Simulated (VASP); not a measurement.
## W: a series in uniaxial stress along [001]

Wanted: the elastic response of W to uniaxial stress along [001], with a fit that predicts a row left out.

Program: VASP 6.6.1. Level of theory: PBEsol; plane waves and PAW (W_sv), in the first sound run; inputs show where later runs differ. Results are calculated unless marked as measured.

This is a report of a sequence of runs, with most program output left out.

## (1) Starting point

The structure is cubic, space group Im-3m (No. 229). The conventional cell has a = 3.160 Å, b = 3.160 Å, c = 3.160 Å, α = 90.00°, β = 90.00°, γ = 90.00°. W has 8 W at 2.74 Å nearest.

Structure file:

```
W
1.0
    -1.58000    1.58000    1.58000
     1.58000   -1.58000    1.58000
     1.58000    1.58000   -1.58000
W
1
Direct
  0.00000 0.00000 0.00000
```

## (2) Relax the crystal, PBEsol

The series starts from the cell that this level prefers, so that zero strain is near zero stress.

Level: PBEsol; plane waves and PAW (W_sv).

Input file INCAR:

```
SYSTEM = W
PREC = Accurate
ENCUT = 450
EDIFF = 1E-07
NELM = 120
ISMEAR = 1
SIGMA = 0.15
LREAL = .FALSE.
ALGO = Normal
GGA = PS
NBANDS = 13
LASPH = .TRUE.
LORBIT = 11
LWAVE = .FALSE.
LCHARG = .FALSE.
KPAR = 8
IBRION = 2
NSW = 40
ISIF = 3
EDIFFG = -0.005
POTIM = 0.4
```

Input file POSCAR:

```
W
1.0
   -1.5800000000      1.5800000000      1.5800000000
    1.5800000000     -1.5800000000      1.5800000000
    1.5800000000      1.5800000000     -1.5800000000
W
1
Direct
    0.0000000000      0.0000000000      0.0000000000
```

Input file KPOINTS:

```
Automatic mesh
0
Gamma
26 26 26
0 0 0
```

Potentials, in the order of the species: W_sv (PBE family, release 64).

The run is started by

```sh
> mpirun -np 8 vasp_std
```

Wall time 39 s (8 MPI ranks of Intel Xeon Platinum 8259CL at 2.50GHz (Skylake/Cascade Lake), shared host); peak memory 1.5 GiB.

This run gave:

* energy(sigma→0) of the program: -13.8054 eV
* stress, compression positive: xx, yy, zz 0.01, 0.01, 0.01 GPa
* volume: 15.717 Å³
* ionic steps: 3

## (3) Strain across the axis, PBEsol

One member in full: the axis is strained by -1.5 %, and the two directions across it are strained alike until their mean stress is under 0.012 GPa or five steps are spent.

This step took 3 runs, each at a new trial strain with the atoms of the one before; the last is shown.

Level: PBEsol; plane waves and PAW (W_sv).

Edit INCAR of step 2 so:

```diff
@@ -15,7 +15,7 @@
 LCHARG = .FALSE.
-KPAR = 8
-IBRION = 2
-NSW = 40
-ISIF = 3
-EDIFFG = -0.005
-POTIM = 0.4
+KPAR = 2
+IBRION = 1
+NSW = 25
+ISIF = 2
+EDIFFG = -0.004
+POTIM = 0.3
```

Input file POSCAR:

```
W
1.0
   -1.5849349840      1.5849349840      1.5543178590
    1.5849349840     -1.5849349840      1.5543178590
    1.5849349840      1.5849349840     -1.5543178590
W
1
Direct
    0.0000000000      0.0000000000      0.0000000000
```

KPOINTS is that of step 2.

The run is started by

```sh
> mpirun -np 2 vasp_std
```

Wall time 79 s (2 MPI ranks); peak memory 0.61 GiB; 2.6 min of CPU time.

Numbers from this step:

```
energy(sigma→0) of the program : -13.8005 eV
stress, compression positive   : xx, yy, zz -0.01, -0.01, 6.52 GPa
ionic steps                    : 1
```

## (4) All members

The other members went through these steps as far as the tables show, with the same cutoff and, step by step, the same mesh; 25 runs are not shown. The session took 1.2 core hours (wall time by ranks) on a shared machine.

```
strain along the axis (%)  strain across the axis (%)  stress along the axis, tension positive (GPa)  energy above the unstrained row, extrapolated to no smearing (meV/atom)
                   -2.000                       0.592                                         -8.805                                                                    8.557
                   -1.500                       0.440                                         -6.520                                                                    4.784
                   -1.000                       0.290                                         -4.301                                                                    2.122
                   -0.500                       0.144                                         -2.132                                                                    0.535
                        0                       0.000                                         -0.002                                                                    0.000
                    0.500                      -0.140                                          2.091                                                                    0.495
                    1.000                      -0.276                                          4.138                                                                    1.995
                    1.500                      -0.410                                              ?                                                                        ?
                    2.000                      -0.545                                          8.064                                                                    7.887
```

## (5) Stress from the known rows

A least-squares parabola through the 8 rows shown, with e the strain in %: stress = − 0.09304 e² + 4.217 e + 0.005511 (GPa), r.m.s. residual 0.0061 GPa.

At e = 1.5 this predicts 6.121 GPa.

## (6) Prediction against calculation

The calculation gives 6.137 GPa, so the prediction is 0.016 GPa too low, more than twice the residual of the fit.

Slopes at zero strain, from cubics through all rows: strain ratio -0.283, stress over strain 422 GPa.

## (7) Summary of results

* error of the predicted stress: -0.016 GPa
* Poisson ratio: 0.283
* Young's modulus along the axis: 422 GPa

**Reading.** As a check, the curvature of the energy gives 418 GPa for the same modulus (energy per volume = E/2 × strain²), 1 % from the slope of the stress. These are static values: temperature and zero-point motion are left out. In a metal the slopes also depend on mesh and smearing, which were held through the series.

[Lines on the potential files, build, host, timing and source positions are cut from VASP's logs without a mark.]

[Logs are printed without paths, hosts, clocks, repeated set-up lines and the standing remarks that a program may print on its own settings, such as how far it seeks lower states.]

[Hosts, paths, dates, database ids (printed as entryN), source tags and the programs' standing remarks are cut or masked in the printed files.]

[In band tables of VASP the shares of atoms and orbitals are scaled to a sum of 1 inside the atoms' spheres.]
